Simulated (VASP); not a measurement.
# A VASP study of B2Ru (SCAN): structure first, properties next, part 2 of 5

What structure and properties does SCAN give B2Ru, and how near are they to the measured ones? The start is a cell from a database of measured crystal structures.

VASP 6.6.1; SCAN; plane waves and PAW (B, Ru_pv).

Still holding for the runs below: The k-mesh is coarse for a metal.

So far. Step 2 (Relaxing cell and atoms (SCAN)): It ends with a largest force of 0.009 eV/Å and a pressure of -0.10 GPa. The volume lies -0.9 % from that of the database's start, which holds the thermal and zero-point expansion of its experiment. The relaxed cell has a, b, c = 2.866, 4.621, 4.027 Å (conventional setting).

**3. Density, ELF and potential (SCAN)**

A single point on the relaxed cell gives a clean self-consistent state, with density, ELF and potential written out.

INCAR reads:

```
SYSTEM = B2Ru
PREC = Accurate
ENCUT = 420
EDIFF = 1E-06
NELM = 100
ISMEAR = 0
SIGMA = 0.05
LREAL = .FALSE.
ALGO = Normal
METAGGA = SCAN
LASPH = .TRUE.
NBANDS = 26
LORBIT = 11
LWAVE = .FALSE.
LCHARG = .TRUE.
ISIF = 2
LELF = .TRUE.
LVHAR = .TRUE.
```

POSCAR reads:

```
B2Ru
1.0
    2.8662184053      0.0000000000      0.0000000000
    0.0000000000      4.6212330436      0.0000000000
    0.0000000000      0.0000000000      4.0266209349
B Ru
4 2
Direct
    0.0000000000      0.8035815410      0.3624403514
    0.0000000000      0.1964184590      0.3624403514
    0.5000000000      0.3035815410      0.6375596486
    0.5000000000      0.6964184590      0.6375596486
    0.0000000000      0.0000000000      0.8472324051
    0.5000000000      0.5000000000      0.1527675949
```

KPOINTS reads:

```
Automatic mesh
0
Gamma
8 5 6
0 0 0
```

PAW data sets: B and Ru_pv (PBE family, release 64).

Started as:

```
mpirun -np 4 vasp_std
```

The program printed:

```text
[banner, memory and clock lines left out]
running    4 mpi-ranks, on    1 nodes
 distrk:  each k-point on    4 cores,    1 groups
 distr:  one band on    1 cores,    4 groups

 POSCAR found type information on POSCAR B Ru
 POSCAR found :  2 types and       6 ions
 [... a notice as in an earlier step ...]

 LDA part: xc-table for (None), standard interpolation
|                                                                             |
|           W    W    AA    RRRRR   N    N  II  N    N   GGGG   !!!           |
|           W    W   A  A   R    R  NN   N  II  NN   N  G    G  !!!           |
|           W    W  A    A  R    R  N N  N  II  N N  N  G       !!!           |
|           W WW W  AAAAAA  RRRRR   N  N N  II  N  N N  G  GGG   !            |
|           WW  WW  A    A  R   R   N   NN  II  N   NN  G    G                |
|           W    W  A    A  R    R  N    N  II  N    N   GGGG   !!!           |
|                                                                             |
|     The number of bands has been changed from the values supplied in        |
|     The orbitals not found in the WAVECAR file will be initialized with     |
|     random numbers, which is usually adequate. For correlated               |
|     calculations, however, you should redo the groundstate calculation.     |
|     I found NBANDS = 26. Now, NBANDS = 28.                                  |
|                                                                             |

 POSCAR, INCAR and KPOINTS ok, starting setup
 FFT: planning ... GRIDC
 FFT: planning ... GRID_SOFT
 FFT: planning ... GRID
 WAVECAR not read
 entering main loop
       N       E                     dE             d eps       ncg     rms          rms(c)
DAV:   1     0.249369805946E+03    0.24937E+03   -0.20174E+04  3376   0.128E+03
DAV:   2    -0.105358114082E+03   -0.35473E+03   -0.34491E+03  3556   0.397E+02
DAV:   3    -0.117770384514E+03   -0.12412E+02   -0.12255E+02  4080   0.737E+01
DAV:   4    -0.117909900726E+03   -0.13952E+00   -0.13936E+00  4064   0.738E+00
DAV:   5    -0.117912268719E+03   -0.23680E-02   -0.23678E-02  4136   0.941E-01    0.430E+01
DAV:   6    -0.102985461697E+03    0.14927E+02   -0.49553E+01  3632   0.590E+01    0.989E+00
DAV:   7    -0.101172859488E+03    0.18126E+01   -0.11433E+01  3580   0.272E+01    0.551E+00
DAV:   8    -0.101280058477E+03   -0.10720E+00   -0.44028E-01  3768   0.487E+00    0.240E+00
DAV:   9    -0.101285164620E+03   -0.51061E-02   -0.66962E-02  4220   0.182E+00    0.395E-01
DAV:  10    -0.101286049092E+03   -0.88447E-03   -0.66542E-03  4324   0.632E-01    0.201E-01
DAV:  11    -0.101285955996E+03    0.93096E-04   -0.97676E-04  3956   0.249E-01    0.290E-02
DAV:  12    -0.101285945712E+03    0.10283E-04   -0.44391E-05  4080   0.457E-02    0.130E-02
DAV:  13    -0.101285938736E+03    0.69764E-05   -0.99814E-06  4068   0.216E-02    0.495E-03
DAV:  14    -0.101285939081E+03   -0.34511E-06   -0.48389E-07  2232   0.602E-03
   1 F= -.10128594E+03 E0= -.10128512E+03  d E =-.163869E-02
```

Elapsed: 34 s, on 4 MPI ranks of Intel Xeon 6975P-C (Granite Rapids), shared host; peak memory 0.51 GiB; 2.2 min of CPU time.

Parts of OUTCAR (step 3):

```text
  LATTYP: Found a simple orthorhombic cell.
 ALAT       =     2.8662184053
 B/A-ratio  =     1.4048548874
 C/A-ratio  =     1.6123101558

 Found     60 irreducible k-points:

   k-points           NKPTS =     60   k-points in BZ     NKDIM =     60   number of bands    NBANDS=     28

   ENCUT  =  420.0 eV  30.87 Ry    5.56 a.u.   4.79  7.72  6.73*2*pi/ulx,y,z

   NELECT =      40.0000    total number of electrons

 E-fermi :  10.7327

 k-point     1 :       0.0000    0.0000    0.0000
  band No.  band energies     occupation
    ...
     17       7.5203      2.00000
     18       8.3078      2.00000
     19       8.6816      2.00000
     20       9.4219      2.00000
     21      10.6925      1.74507
     22      12.6067      0.00000
     23      14.9749      0.00000
     24      15.0986      0.00000
     25      15.2064      0.00000
     26      15.9447      0.00000
    ...

 k-point     2 :       0.1250    0.0000    0.0000
  band No.  band energies     occupation
    ...
     16       6.6338      2.00000
     17       7.1593      2.00000
     18       8.1959      2.00000
     19       8.7189      2.00000
     20       9.8954      2.00000
     21      10.8865      0.00001
     22      12.5412      0.00000
     23      14.4914      0.00000
     24      14.9010      0.00000
     25      15.5485      0.00000
    ...

  Total       -0.0438537     -0.0404143     -0.0440125      0.0000000      0.0000000      0.0000000
  in kB       -1.3173741     -1.2140535     -1.3221437      0.0000000      0.0000000      0.0000000
  external PRESSURE =      -1.2845238 kB  Pullay stress =       0.0000000 kB

 POSITION                                       TOTAL-FORCE (eV/Angst)
 -----------------------------------------------------------------------------------
      0.00000      3.71354      1.45941         0.000000      0.001189      0.009124
      0.00000      0.90770      1.45941        -0.000000     -0.001189      0.009124
      1.43311      1.40292      2.56721        -0.000000      0.001189     -0.009124
      1.43311      3.21831      2.56721        -0.000000     -0.001189     -0.009124
      0.00000      0.00000      3.41148        -0.000000      0.000000     -0.004239
      1.43311      2.31062      0.61514        -0.000000      0.000000      0.004239
 -----------------------------------------------------------------------------------
    total drift:                               -0.000000      0.000000     -0.000000

  FREE ENERGIE OF THE ION-ELECTRON SYSTEM (eV)
  ---------------------------------------------------
  free  energy   TOTEN  =      -101.2859390810 eV

  energy  without entropy=     -101.2843003867  energy(sigma->0) =     -101.28511973

[... 6 parts as in an earlier step ...]

[... 6 further parts left out ...]
```

Numbers from this step:

```yaml
scf_cycles: 14
bands: 28
free_energy_toten: -101.2859 eV
energy_at_zero_smearing: -101.2851 eV
pressure: -0.1285 GPa
```

Valence electrons inside each PAW sphere by angular momentum. Sphere charges, by row:

```csv
atom,s (e),p (e),d (e),tot (e)
B1,0.695,1.199,0,1.894
B2,0.695,1.199,0,1.894
B3,0.695,1.199,0,1.894
B4,0.695,1.199,0,1.894
Ru5,0.376,6.42,6.14,12.94
Ru6,0.376,6.42,6.14,12.94
```

Valence density in the bc plane at fractional x = 0.000, with atoms of B and Ru within 0.2 Å of it. It is the smooth field of the valence electrons, not physical close to the nuclei.

Values in e/Å³, 12 rows by 14 columns, each cell a mean:
```
6.6 4.7 1.8 0.5 0.2 0.2 0.1 0.1 0.2 0.2 0.3 0.8 2.9 5.7
7.9 6.2 2.6 0.6 0.2 0.1 0.1 0.1 0.1 0.2 0.3 1.1 4.0 7.2
6.7 4.8 1.9 0.5 0.2 0.1 0.1 0.1 0.1 0.2 0.3 0.9 3.0 5.8
3.1 2.0 0.9 0.4 0.3 0.2 0.1 0.1 0.1 0.2 0.3 0.6 1.3 2.6
0.8 0.7 0.6 0.5 0.3 0.2 0.1 0.1 0.1 0.2 0.4 0.5 0.6 0.8
0.6 0.7 0.7 0.6 0.4 0.3 0.2 0.1 0.2 0.3 0.5 0.7 0.7 0.6
0.7 0.7 0.6 0.6 0.5 0.4 0.2 0.2 0.3 0.4 0.6 0.6 0.7 0.7
0.7 0.7 0.5 0.4 0.6 0.5 0.3 0.3 0.4 0.5 0.6 0.4 0.6 0.8
0.7 0.7 0.7 0.7 0.6 0.5 0.4 0.3 0.4 0.6 0.7 0.7 0.7 0.7
0.6 0.6 0.6 0.6 0.5 0.4 0.3 0.3 0.4 0.4 0.5 0.6 0.6 0.6
0.8 0.6 0.5 0.4 0.3 0.3 0.3 0.3 0.3 0.3 0.4 0.4 0.5 0.7
2.6 1.6 0.7 0.3 0.2 0.2 0.2 0.2 0.2 0.2 0.3 0.4 1.0 2.1
```
Columns run along b (4.6 Å), rows up along c (4.0 Å). Atoms in or near the plane, at fractional coordinates: B at (0.80, 0.36), B at (0.20, 0.36), Ru at (0.00, 0.85).

ELF in the bc plane at fractional x = 0.000, with atoms of B and Ru within 0.2 Å of it. It is the smooth field of the valence electrons, not physical close to the nuclei.

Values, 12 rows by 14 columns, each cell a mean:
```
0.19 0.37 0.39 0.24 0.21 0.19 0.17 0.17 0.18 0.20 0.22 0.30 0.42 0.29
0.02 0.27 0.45 0.29 0.22 0.16 0.11 0.10 0.13 0.19 0.23 0.36 0.44 0.12
0.16 0.34 0.37 0.27 0.24 0.15 0.07 0.06 0.10 0.19 0.26 0.31 0.39 0.26
0.39 0.33 0.27 0.31 0.31 0.17 0.05 0.04 0.09 0.23 0.33 0.29 0.29 0.36
0.28 0.33 0.45 0.52 0.42 0.22 0.06 0.04 0.11 0.30 0.49 0.51 0.40 0.30
0.54 0.59 0.58 0.53 0.45 0.29 0.11 0.07 0.18 0.37 0.49 0.56 0.59 0.57
0.78 0.61 0.27 0.18 0.35 0.38 0.22 0.15 0.29 0.40 0.27 0.18 0.39 0.72
0.84 0.56 0.09 0.05 0.36 0.49 0.34 0.26 0.41 0.49 0.20 0.02 0.24 0.74
0.84 0.71 0.42 0.38 0.60 0.57 0.38 0.32 0.46 0.62 0.52 0.34 0.53 0.80
0.62 0.66 0.66 0.66 0.64 0.50 0.36 0.33 0.41 0.56 0.66 0.65 0.66 0.64
0.32 0.34 0.42 0.50 0.48 0.38 0.33 0.32 0.34 0.42 0.50 0.47 0.38 0.33
0.39 0.33 0.25 0.26 0.30 0.27 0.26 0.27 0.26 0.29 0.30 0.24 0.27 0.36
```
Columns run along b (4.6 Å), rows up along c (4.0 Å). Atoms in or near the plane, at fractional coordinates: B at (0.80, 0.36), B at (0.20, 0.36), Ru at (0.00, 0.85).

Electrostatic potential energy in the bc plane at fractional x = 0.000, with atoms of B and Ru within 0.2 Å of it. With pseudopotentials it is smooth inside the atoms' cores, unlike the true potential.

Ten even steps from '_' (-62 eV) to '@' (3 eV), each cell a mean:
```
__..==%%@@@@@@@@@@@@@@**::__
____--%%@@@@@@@@@@@@@@**::__
__..==%%@@@@@@@@@@@@@@**::__
::--**@@@@@@@@@@@@@@@@%%++::
####%%%%@@@@@@@@@@@@@@%%%%##
%%##****%%@@@@@@@@%%##****%%
%%++****++%%@@@@@@##++**++##
%%++%%%%++%%@@@@@@****@@****
%%**++++**%%@@@@@@%%++++++##
@@%%####%%@@@@@@@@@@%%####%%
####%%@@@@@@@@@@@@@@@@@@%%##
::==##@@@@@@@@@@@@@@@@%%++--
```
Columns run along b (4.6 Å; values clipped at the 3rd and 97th percentile), rows up along c (4.0 Å). Atoms in or near the plane, at fractional coordinates: B at (0.80, 0.36), B at (0.20, 0.36), Ru at (0.00, 0.85).

In this run the pressure is -0.13 GPa, small enough to go on.

**4. Bands along the symmetry lines (SCAN)**

Levels along the symmetry lines show where the bands peak and cross; KPOINTS_OPT computes them in the converged potential.

INCAR reads:

```
SYSTEM = B2Ru
PREC = Accurate
ENCUT = 420
EDIFF = 1E-06
NELM = 100
ISMEAR = 0
SIGMA = 0.05
LREAL = .FALSE.
ALGO = Normal
METAGGA = SCAN
LASPH = .TRUE.
NBANDS = 36
LORBIT = 11
LWAVE = .FALSE.
LCHARG = .FALSE.
KPAR = 4
```

POSCAR is that of step 3.

KPOINTS is that of step 3.

KPOINTS_OPT reads:

```
Line mode
16
Line-mode
Reciprocal
  0.00000000   0.00000000   0.00000000 GAMMA
 -0.50000000   0.00000000   0.00000000 X

 -0.50000000   0.00000000   0.00000000 X
 -0.50000000   0.00000000  -0.50000000 S

 -0.50000000   0.00000000  -0.50000000 S
  0.00000000   0.00000000  -0.50000000 Y

  0.00000000   0.00000000  -0.50000000 Y
  0.00000000   0.00000000   0.00000000 GAMMA

  0.00000000   0.00000000   0.00000000 GAMMA
  0.00000000  -0.50000000   0.00000000 Z

  0.00000000  -0.50000000   0.00000000 Z
 -0.50000000  -0.50000000   0.00000000 U

 -0.50000000  -0.50000000   0.00000000 U
 -0.50000000  -0.50000000  -0.50000000 R

 -0.50000000  -0.50000000  -0.50000000 R
  0.00000000  -0.50000000  -0.50000000 T

  0.00000000  -0.50000000  -0.50000000 T
  0.00000000  -0.50000000   0.00000000 Z

  0.00000000   0.00000000  -0.50000000 Y
  0.00000000  -0.50000000  -0.50000000 T

 -0.50000000  -0.50000000   0.00000000 U
 -0.50000000   0.00000000   0.00000000 X

 -0.50000000   0.00000000  -0.50000000 S
 -0.50000000  -0.50000000  -0.50000000 R
```

Started as:

```
mpirun -np 4 vasp_std
```

The program printed:

```text
[banner, memory and clock lines left out]
running    4 mpi-ranks, on    1 nodes
 distrk:  each k-point on    1 cores,    4 groups
 distr:  one band on    1 cores,    1 groups

 POSCAR found type information on POSCAR B Ru
 POSCAR found :  2 types and       6 ions
 [... a notice as in an earlier step ...]

 LDA part: xc-table for (None), standard interpolation
 POSCAR, INCAR and KPOINTS ok, starting setup
 FFT: planning ... GRIDC
 FFT: planning ... GRID_SOFT
 FFT: planning ... GRID
 WAVECAR not read
 entering main loop
       N       E                     dE             d eps       ncg     rms          rms(c)
DAV:   1     0.252163838855E+03    0.25216E+03   -0.19095E+04  4328   0.996E+02
DAV:   2    -0.106461359578E+03   -0.35863E+03   -0.34356E+03  4704   0.333E+02
DAV:   3    -0.117818765968E+03   -0.11357E+02   -0.11219E+02  5220   0.620E+01
DAV:   4    -0.117910480043E+03   -0.91714E-01   -0.91619E-01  5220   0.522E+00
DAV:   5    -0.117912268737E+03   -0.17887E-02   -0.17821E-02  5316   0.705E-01    0.430E+01
DAV:   6    -0.102827124569E+03    0.15085E+02   -0.28721E+01  5200   0.459E+01    0.939E+00
DAV:   7    -0.101177752647E+03    0.16494E+01   -0.84293E+00  5044   0.201E+01    0.521E+00
DAV:   8    -0.101278878702E+03   -0.10113E+00   -0.38238E-01  5028   0.350E+00    0.229E+00
DAV:   9    -0.101285434913E+03   -0.65562E-02   -0.36880E-02  5044   0.133E+00    0.268E-01
DAV:  10    -0.101285961490E+03   -0.52658E-03   -0.18784E-03  5116   0.301E-01    0.111E-01
DAV:  11    -0.101285967076E+03   -0.55865E-05   -0.41273E-04  4804   0.149E-01    0.486E-02
DAV:  12    -0.101285937005E+03    0.30071E-04   -0.20165E-05  5200   0.299E-02    0.924E-03
DAV:  13    -0.101285938425E+03   -0.14200E-05   -0.55048E-06  4988   0.140E-02    0.287E-03
DAV:  14    -0.101285937625E+03    0.79955E-06   -0.48508E-07  2644   0.489E-03
   1 F= -.10128594E+03 E0= -.10128512E+03  d E =-.163797E-02
 Start KPOINTS_OPT (optional k-point list driver)
k-point batch [1-60\192]
       N       E                     dE             ncg
DAV:   1     0.606690827163E+04   -0.51781E+05     4344
DAV:   2    -0.157713369978E+05   -0.21838E+05     4688
DAV:   3    -0.163984801925E+05   -0.62714E+03     5324
DAV:   4    -0.164035245575E+05   -0.50444E+01     5768
DAV:   5    -0.164035779752E+05   -0.53418E-01     4900
DAV:   6    -0.164035782175E+05   -0.24233E-03     4980
DAV:   7    -0.164035782197E+05   -0.22301E-05     4012
DAV:   8    -0.164035782199E+05   -0.21828E-06     3716
[...]
k-point batch [181-192\192]
       N       E                     dE             ncg
DAV:   1     0.531127220470E+05   -0.17981E+05      880
DAV:   2     0.488949959133E+05   -0.42177E+04      944
DAV:   3     0.487782096606E+05   -0.11679E+03     1080
DAV:   4     0.487773084006E+05   -0.90126E+00     1168
DAV:   5     0.487773002298E+05   -0.81708E-02      968
DAV:   6     0.487773001930E+05   -0.36885E-04      952
DAV:   7     0.487773001926E+05   -0.33331E-06      764
```

Wall time 76 s (4 MPI ranks); peak memory 0.94 GiB.

OUTCAR, selected parts (step 4):

```text
 Found     60 irreducible k-points:

   k-points           NKPTS =     60   k-points in BZ     NKDIM =     60   number of bands    NBANDS=     36

   NELECT =      40.0000    total number of electrons

 E-fermi :  10.7327

 k-point     1 :       0.0000    0.0000    0.0000
  band No.  band energies     occupation
    ...
     17       7.5203      2.00000
     18       8.3077      2.00000
     19       8.6815      2.00000
     20       9.4217      2.00000
     21      10.6925      1.74439
     22      12.6067      0.00000
     23      14.9748      0.00000
     24      15.0986      0.00000
     25      15.2063      0.00000
     26      15.9446      0.00000
    ...

 k-point     2 :       0.1250    0.0000    0.0000
  band No.  band energies     occupation
    ...
     16       6.6338      2.00000
     17       7.1592      2.00000
     18       8.1959      2.00000
     19       8.7188      2.00000
     20       9.8953      2.00000
     21      10.8864      0.00001
     22      12.5411      0.00000
     23      14.4913      0.00000
     24      14.9010      0.00000
     25      15.5484      0.00000
    ...

  Total       -0.0389675     -0.0349399     -0.0379971      0.0000000      0.0000000      0.0000000
  in kB       -1.1705913     -1.0496008     -1.1414409      0.0000000      0.0000000      0.0000000
  external PRESSURE =      -1.1205443 kB  Pullay stress =       0.0000000 kB

 POSITION                                       TOTAL-FORCE (eV/Angst)
 -----------------------------------------------------------------------------------
      0.00000      3.71354      1.45941         0.000000      0.001136      0.009011
      0.00000      0.90770      1.45941         0.000000     -0.001136      0.009011
      1.43311      1.40292      2.56721        -0.000000      0.001136     -0.009011
      1.43311      3.21831      2.56721        -0.000000     -0.001136     -0.009011
      0.00000      0.00000      3.41148        -0.000000      0.000000     -0.004020
      1.43311      2.31062      0.61514        -0.000000      0.000000      0.004020
 -----------------------------------------------------------------------------------
    total drift:                               -0.000000      0.000000     -0.000000

  FREE ENERGIE OF THE ION-ELECTRON SYSTEM (eV)
  ---------------------------------------------------
  free  energy   TOTEN  =      -101.2859376254 eV

  energy  without entropy=     -101.2842996577  energy(sigma->0) =     -101.28511864

[... 9 parts as in an earlier step ...]

[... 5 further parts left out ...]
```

Spin-orbit coupling is off here; it would split degenerate levels.

This step gave:

| Quantity | Value |
| --- | --- |
| bands | 36 |
| pressure | -0.1121 GPa |

The electronic bands at the labelled points (eV, zero at the Fermi level; # counts the bands kept, so #1 is VASP's band 9):

```csv
point,#9,#10,#11,#12,#13,#14,#15,#16
Γ,-3.21,-2.42,-2.05,-1.31,-0.04,1.87,4.24,4.37
0.53 of the way,-3.69,-2.97,-1.44,0.22,0.68,1.52,2.88,3.67
X,-2.45,-2.45,0.52,0.52,1.78,1.78,1.80,1.80
0.53 of the way,-3.51,-3.51,0.41,0.41,0.73,0.73,1.12,1.12
S,-3.29,-3.29,-0.29,-0.29,-0.19,-0.19,1.08,1.08
0.47 of the way,-3.47,-3.41,-1.49,-1.43,-0.61,0.85,1.18,3.84
Y,-2.78,-2.74,-2.16,-2.08,-0.73,0.89,2.94,4.28
0.47 of the way,-3.88,-2.25,-2.06,-1.91,0.60,1.37,2.81,4.31
Γ,-3.21,-2.42,-2.05,-1.31,-0.04,1.87,4.24,4.37
0.53 of the way,-3.31,-2.62,-2.29,-2.21,1.31,1.62,3.62,3.65
Z,-3.07,-3.07,-2.54,-2.54,2.39,2.39,2.67,2.67
0.53 of the way,-3.56,-3.56,-1.81,-1.81,1.48,1.48,3.69,3.69
U,-4.00,-4.00,-0.42,-0.42,1.52,1.52,3.59,3.59
0.47 of the way,-3.80,-3.80,-1.08,-1.08,0.91,0.91,2.69,2.69
R,-3.43,-3.43,-2.73,-2.73,0.90,0.90,1.12,1.12
0.53 of the way,-3.60,-3.60,-2.18,-2.18,0.50,0.50,2.14,2.14
T,-2.91,-2.91,-1.58,-1.58,0.36,0.36,2.78,2.78
0.47 of the way,-3.63,-3.63,-1.93,-1.93,1.39,1.39,2.75,2.75
Z,-3.07,-3.07,-2.54,-2.54,2.39,2.39,2.67,2.67
jump to Y,-2.78,-2.74,-2.16,-2.08,-0.73,0.89,2.94,4.28
0.47 of the way,-2.89,-2.68,-2.40,-1.48,-0.24,0.96,2.84,3.59
T,-2.91,-2.91,-1.58,-1.58,0.36,0.36,2.78,2.78
jump to U,-4.00,-4.00,-0.42,-0.42,1.52,1.52,3.59,3.59
0.47 of the way,-3.02,-3.02,-0.18,-0.18,1.44,1.44,3.28,3.28
X,-2.45,-2.45,0.52,0.52,1.78,1.78,1.80,1.80
jump to S,-3.29,-3.29,-0.29,-0.29,-0.19,-0.19,1.08,1.08
```

The largest weight of each band there:

```csv
point,#9,#10,#11,#12,#13,#14,#15,#16
Γ,Ru 0.71,Ru 0.81,Ru 0.97,Ru 0.96,Ru 0.60,Ru 0.80,Ru 0.58,B 0.67
X,B 0.63,B 0.63,Ru 0.96,Ru 0.96,Ru 0.80,Ru 0.80,Ru 0.80,Ru 0.80
S,Ru 0.83,Ru 0.83,Ru 0.77,Ru 0.77,Ru 0.75,Ru 0.75,Ru 0.92,Ru 0.92
Y,Ru 0.62,Ru 0.73,Ru 1.00,Ru 0.93,B 0.52,Ru 0.62,Ru 0.60,B 0.57
Γ,Ru 0.71,Ru 0.81,Ru 0.97,Ru 0.96,Ru 0.60,Ru 0.80,Ru 0.58,B 0.67
Z,B 0.52,B 0.52,Ru 0.96,Ru 0.96,Ru 0.63,Ru 0.63,Ru 0.58,Ru 0.58
```

There is no gap at this level.

(Continued in part 3 of 5.)

[Lines on the potential files, build, host, timing and source positions are cut from VASP's logs without a mark.]

[Logs are printed without paths, hosts, clocks, repeated set-up lines and the standing remarks that a program may print on its own settings, such as how far it seeks lower states.]

[Hosts, paths, dates, database ids (printed as entryN), source tags and the programs' standing remarks are cut or masked in the printed files.]

[Measured values are set beside computed ones only where the two were judged alike; some that the calculation misses by far are left out.]
